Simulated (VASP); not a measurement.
# Al2SiF2 (I-4m2) in VASP: single point with PBE

Aim: the single point of Al2SiF2 with PBE.

All numbers are computed with VASP 6.6.1; they aren't measurements. Logs are shortened: lines on timing, memory, paths and dates and some standing lists are left out, and cuts for length are marked.

**1. The structure**

It takes space group I-4m2 (No. 119, tetragonal). Conventional cell: a = 3.510 Å, b = 3.510 Å, c = 14.562 Å, α = 90.00°, β = 90.00°, γ = 90.00°. Al (site symmetry 2mm) has 2 F at 1.92 Å as nearest neighbours. Around Si (site symmetry -4m2) lie 4 Al at 2.42 Å. F (site symmetry 2mm) is surrounded by 2 Al at 1.92 Å.

The cell was built by a generator and needn't be a form met in nature.

**2. Single point, PBE**

INCAR

```
PREC = Normal
ENCUT = 520
EDIFF = 1E-5
ISMEAR = 0
SIGMA = 0.15
LREAL = Auto
LASPH = T
NELM = 80
ALGO = Fast
ISIF = 2
LWAVE = F
LCHARG = F
GGA = PE
```

KPOINTS

```
regular mesh
0
Gamma
  7 7 7
```

POSCAR

```
Al2SiF2
1.0
   -1.7549300000      1.7549300000      7.2807500000
    1.7549300000     -1.7549300000      7.2807500000
    3.5098600000      3.5098600000    -14.5615000000
Al Si F
4 2 4
Direct
    0.3859590000      0.8859590000      0.2500000000
    0.3859590000      0.8859590000      0.7500000000
    0.1140410000      0.6140410000      0.2500000000
    0.1140410000      0.6140410000      0.7500000000
    0.0000000000      0.0000000000      0.0000000000
    0.0000000000      0.0000000000      0.5000000000
    0.3323000000      0.3323000000      0.0000000000
    0.3323000000      0.3323000000      0.5000000000
    0.6677000000      0.6677000000      0.0000000000
    0.6677000000      0.6677000000      0.5000000000
```

Potentials or basis: VASP PAW PBE potentials, release 64 (Al, Si, F).

Run with:

```bash
$ cat potpaw_PBE.64/Al/POTCAR potpaw_PBE.64/Si/POTCAR potpaw_PBE.64/F/POTCAR > POTCAR
$ mpirun -np 1 vasp_std > vasp.out
```

OUTCAR:

```text
PREC = Normal
   ENCUT = 520
   EDIFF = 1E-5
   ISMEAR = 0
   LREAL = Auto
   LASPH = T
   NELM = 80
   ISIF = 2
   GGA = PE

 ion  position               nearest neighbor table
   1  0.386  0.886  0.250-   8 1.92   7 1.92   6 2.42   5 2.42
   2  0.386  0.886  0.750-   7 1.92   8 1.92   5 2.42   6 2.42
   3  0.114  0.614  0.250-  10 1.92   9 1.92   5 2.42   6 2.42
   4  0.114  0.614  0.750-   9 1.92  10 1.92   6 2.42   5 2.42
   5  0.000  0.000  0.000-   3 2.42   2 2.42   4 2.42   1 2.42
   6  0.000  0.000  0.500-   4 2.42   1 2.42   3 2.42   2 2.42
   7  0.332  0.332  0.000-   2 1.92   1 1.92
   8  0.332  0.332  0.500-   1 1.92   2 1.92
   9  0.668  0.668  0.000-   4 1.92   3 1.92
  10  0.668  0.668  0.500-   3 1.92   4 1.92

  LATTYP: Found a base centered orthorhombic cell.
 ALAT       =     4.9636916140
 B/A-ratio  =     2.9336028771
 C/A-ratio  =     1.0000000000

  Lattice vectors:

 A1 = (   1.7549300000,  -1.7549300000,  -7.2807500000)
 A2 = (   1.7549300000,  -1.7549300000,   7.2807500000)
 A3 = (  -3.5098600000,  -3.5098600000,  -0.0000000000)

Analysis of symmetry for initial positions (statically):
=====================================================================
 Subroutine PRICEL returns following result:

  LATTYP: Found a body centered tetragonal cell.
 ALAT       =     3.5098600000
 C/A-ratio  =     4.1487409754

  Lattice vectors:

 A1 = (  -1.7549300000,   1.7549300000,   7.2807500000)
 A2 = (   1.7549300000,  -1.7549300000,   7.2807500000)
 A3 = (   1.7549300000,   1.7549300000,  -7.2807500000)

   2 primitive cells build up your supercell.

 Routine SETGRP: Setting up the symmetry group for a
 base centered orthorhombic supercell.

 Subroutine GETGRP returns: Found  4 space group operations
 (whereof  4 operations were pure point group operations)
 out of a pool of  8 trial point group operations.

The static configuration has the point symmetry D_2 .

Analysis of symmetry for dynamics (positions and initial velocities):
=====================================================================
 Subroutine PRICEL returns following result:

  LATTYP: Found a body centered tetragonal cell.
 ALAT       =     3.5098600000
 C/A-ratio  =     4.1487409754

  Lattice vectors:

 A1 = (  -1.7549300000,   1.7549300000,   7.2807500000)
 A2 = (   1.7549300000,  -1.7549300000,   7.2807500000)
 A3 = (   1.7549300000,   1.7549300000,  -7.2807500000)

   2 primitive cells build up your supercell.

 Routine SETGRP: Setting up the symmetry group for a
 base centered orthorhombic supercell.

 Subroutine GETGRP returns: Found  4 space group operations
 (whereof  4 operations were pure point group operations)
 out of a pool of  8 trial point group operations.

The dynamic configuration has the point symmetry D_2 .

 Subroutine INISYM returns: Found  4 space group operations
 (whereof  4 operations are pure point group operations),
 and found     2 'primitive' translations

----------------------------------------------------------------------------------------

                                     Primitive cell

  volume of cell :      89.6924

  direct lattice vectors                    reciprocal lattice vectors
    -1.754930000  1.754930000  7.280750000     0.000000000  0.284911649  0.068674244
     1.754930000 -1.754930000  7.280750000     0.284911649  0.000000000  0.068674244
     1.754930000  1.754930000 -7.280750000     0.284911649  0.284911649  0.000000000

  length of vectors
     7.692130990  7.692130990  7.692130990     0.293071321  0.293071321  0.402925918

  position of ions in fractional coordinates (direct lattice)
     0.385959000  0.885959000  0.500000000
     0.114041000  0.614041000  0.500000000
     0.000000000  0.000000000  0.000000000
     0.332300000  0.332300000  0.000000000
     0.667700000  0.667700000  0.000000000

  ion indices of the primitive-cell ions
   primitive index   ion index
                 1           1
                 2           3
                 3           5
                 4           7
                 5           9

----------------------------------------------------------------------------------------

 KPOINTS: regular mesh

Automatic generation of k-mesh.
 Grid dimensions read from file:
 generate k-points for:    7    7    7

 Generating k-lattice:

  Cartesian coordinates                     Fractional coordinates (reciprocal lattice)
     0.000000000  0.040701664  0.009810606     0.142857143 -0.000000000  0.000000000
     0.040701664  0.000000000  0.009810606    -0.000000000  0.142857143  0.000000000
     0.020350832  0.020350832  0.000000000     0.000000000  0.000000000  0.142857143

  Length of vectors
     0.041867332  0.041867332  0.028780423

  Shift w.r.t. Gamma in fractional coordinates (k-lattice)
     0.000000000  0.000000000  0.000000000

 Subroutine IBZKPT returns following result:
 ===========================================

 Found     64 irreducible k-points:

 Following reciprocal coordinates:
            Coordinates               Weight
  0.000000  0.000000  0.000000      1.000000
  0.142857  0.000000  0.000000      8.000000
  0.285714 -0.000000  0.000000      8.000000
  0.428571 -0.000000  0.000000      8.000000
  0.142857  0.142857  0.000000      4.000000
  0.285714  0.142857  0.000000      8.000000
[... 16 lines left out ...]
  0.142857  0.142857  0.142857      4.000000
  0.428571  0.142857  0.142857      8.000000
 [... further k-points ...]
   k-points           NKPTS =     64   k-points in BZ     NKDIM =     64   number of bands    NBANDS=     30
   number of dos      NEDOS =    301   number of ions     NIONS =     10
   total plane-waves  NPLWV = 207360
   dimension x,y,z NGX =    48 NGY =   48 NGZ =   90
   dimension x,y,z NGXF=    96 NGYF=   96 NGZF=  180
   ions per type =               4   2   4
   NGX,Y,Z   is equivalent  to a cutoff of  10.37, 10.37,  9.73 a.u.
   NGXF,Y,Z  is equivalent  to a cutoff of  20.75, 20.75, 19.45 a.u.
 SYSTEM =  unknown system
   PREC   = normal    normal or accurate (medium, high low for compatibility)
   ISTART =      0    job   : 0-new  1-cont  2-samecut
   ICHARG =      2    charge: 1-file 2-atom 10-const
   ISPIN  =      1    spin polarized calculation?
   LNONCOLLINEAR =      F non collinear calculations
   LSORBIT =      F    spin-orbit coupling
   LASPH  =      T    aspherical Exc in radial PAW
   ENCUT  =  520.0 eV  38.22 Ry    6.18 a.u.  14.30 14.30 28.60*2*pi/ulx,y,z
   NELM   =     80;   NELMIN=  2; NELMDL= -5     # of ELM steps
   EDIFF  = 0.1E-04   stopping-criterion for ELM
   LREAL  =      T    real-space projection
   EDIFFG = 0.1E-03   stopping-criterion for IOM
   NSW    =      0    number of steps for IOM
   IBRION =     -1    ionic relax: 0-MD 1-quasi-New 2-CG
   NFREE  =      0    steps in history (QN), initial steepest desc. (CG)
   ISIF   =      2    stress and relaxation
   ISYM   =      2    0-nonsym 1-usesym 2-fastsym
   POTIM  = 0.5000    time-step for ionic-motion
   TEBEG  =    0.0;   TEEND  =   0.0 temperature during run
   PSTRESS=    0.0 pullay stress
   NELECT =      48.0000    total number of electrons
   NUPDOWN=      -1.0000    fix difference up-down
   EMIN   =  10.00;   EMAX   =-10.00  energy-range for DOS
   EFERMI =   0.00;   METHOD = LEGACY
   ISMEAR =     0;   SIGMA  =   0.15  broadening in eV -4-tet -1-fermi 0-gaus
   EFERMI_NEDOS =   21; number of points for ismear=-14 and -15
   IALGO  =     68    algorithm
   IMIX   =      4    mixing-type and parameters
     AMIX     =   0.40;   BMIX     =  1.00
     AMIX_MAG =   1.60;   BMIX_MAG =  1.00
  volume/ion in A,a.u.               =      17.94       121.05
  Fermi-wavevector in a.u.,A,eV,Ry     =   1.054937  1.993543 15.141826  1.112893
  Thomas-Fermi vector in A             =   2.190117
   LORBIT       =      0    0 simple, 1 ext, 2 COOP (PROOUT), +10 PAW based schemes
   GGA     = PE    functional components
   LHFCALC =     F    Hartree Fock is set to
   AEXX    =    0.0000 exact exchange contribution
   IVDW    =     0    specifies the selected vdW correction
   LEPSILON=     F    determine dielectric tensor
   LRPA    =     F    only Hartree local field effects (RPA)
 non-spin polarized calculation
 RMM-DIIS sequential band-by-band and
 Gauss-broadening in eV      SIGMA  =   0.15
  energy-cutoff  :      520.00
  volume of cell :      179.38
 maximum number of plane-waves:      4856
   NGX = 29   NGY = 29   NGZ = 57

 number of electron      47.9999989 magnetization

 Free energy of the ion-electron system (eV)
  ---------------------------------------------------
  ext. energy  EPLUGINS =         0.00000000
  ---------------------------------------------------
  free energy    TOTEN  =       -45.91248041 eV

  energy without entropy =      -45.86591100  energy(sigma->0) =      -45.88919571

 E-fermi :   4.6173     XC(G=0):  -8.7553

 val. band max:        4.6151944228   @ k =   0.0000   0.0000   0.1429
 cond. band min:       4.6192863876   @ k =  -0.1429   0.4286   0.1429
 fundamental gap:      0.0040919648
 Fermi energy:         4.6173495673

 k-point     1 :       0.0000    0.0000    0.0000
  band No.  band energies     occupation
      1     -21.6110      2.00000
      2     -21.5457      2.00000
      3     -21.4768      2.00000
      4     -21.4762      2.00000
      5      -5.7214      2.00000
      6      -5.2334      2.00000
[... 22 lines left out ...]
     29       6.8577      0.00000
     30       7.0102      0.00000

 k-point     2 :       0.1429    0.0000    0.0000
  band No.  band energies     occupation
      1     -21.5979      2.00000
      2     -21.5387      2.00000
      3     -21.4898      2.00000
      4     -21.4818      2.00000
      5      -5.5880      2.00000
      6      -5.2361      2.00000
[... 718 lines left out ...]
 k-point    24 :       0.4286    0.1429    0.1429
  band No.  band energies     occupation
      1     -21.5697      2.00000
      2     -21.5224      2.00000
      3     -21.5193      2.00000
      4     -21.4937      2.00000
      5      -5.4558      2.00000
      6      -5.4039      2.00000
[... 22 lines left out ...]
     29       7.3531      0.00000
     30       7.4624      0.00000

 [... further k-points ...]

------------------------ aborting loop because EDIFF is reached ----------------------------------------

  FORCE on cell =-STRESS in cart. coord.  units (eV):
  Direction    XX          YY          ZZ          XY          YZ          ZX
  --------------------------------------------------------------------------------------
  -------------------------------------------------------------------------------------
  Total        0.0908751      0.0908751      0.2008558     -0.0165907      0.0000000      0.0000000
  in kB        0.8116520      0.8116520      1.7939453     -0.1481796      0.0000000      0.0000000
  external PRESSURE =       1.1390831 kB  Pullay stress =       0.0000000 kB

 VOLUME and BASIS-vectors are now :
 -----------------------------------------------------------------------------
  energy-cutoff  :      520.00
  volume of cell :      179.38
      direct lattice vectors                 reciprocal lattice vectors
    -1.754930000  1.754930000  7.280750000     0.000000000  0.284911649  0.068674244
     1.754930000 -1.754930000  7.280750000     0.284911649  0.000000000  0.068674244
     3.509860000  3.509860000-14.561500000     0.142455824  0.142455824  0.000000000

 POSITION                                       TOTAL-FORCE (eV/Angst)
 -----------------------------------------------------------------------------------
      1.75493      0.00000      5.62014        -0.000000     -0.000000     -0.047514
      3.50986      1.75493     -1.66061         0.000000      0.000000     -0.047514
      1.75493      0.00000      1.66061         0.000000      0.000000      0.047514
      3.50986      1.75493     -5.62014         0.000000      0.000000      0.047514
      0.00000      0.00000      0.00000        -0.000000     -0.000000      0.000000
      1.75493      1.75493     -7.28075        -0.000000     -0.000000      0.000000
      0.00000      0.00000      4.83879         0.000000      0.000000      0.012274
      1.75493      1.75493     -2.44196        -0.000000     -0.000000      0.012274
      0.00000      0.00000      9.72271        -0.000000     -0.000000     -0.012274
      1.75493      1.75493      2.44196        -0.000000     -0.000000     -0.012274
 -----------------------------------------------------------------------------------
    total drift:                               -0.000009      0.000009      0.000000

  FREE ENERGIE OF THE ION-ELECTRON SYSTEM (eV)
  ---------------------------------------------------
  free  energy   TOTEN  =       -45.9124804115 eV

  energy  without entropy=      -45.8659110020  energy(sigma->0) =      -45.88919571
```

It took 7.9 min on 1 thread of Intel Xeon Platinum 8488C (Sapphire Rapids), shared host; peak memory 0.58 GiB.

Results:

| Property | Result |
| --- | --- |
| Free energy | -45.9125 eV |
| Pressure | 0.1 GPa |
| Largest force | 0.048 eV/Å |
| Band gap on the k mesh | none (metal or under the smearing width) |

Forces on the atoms (eV/Å):
```
Al   0.000  0.000 -0.048
Al   0.000  0.000 -0.048
Al   0.000  0.000  0.048
Al   0.000  0.000  0.048
Si   0.000  0.000  0.000
Si   0.000  0.000  0.000
F    0.000  0.000  0.012
F    0.000  0.000  0.012
F    0.000  0.000 -0.012
F    0.000  0.000 -0.012
```
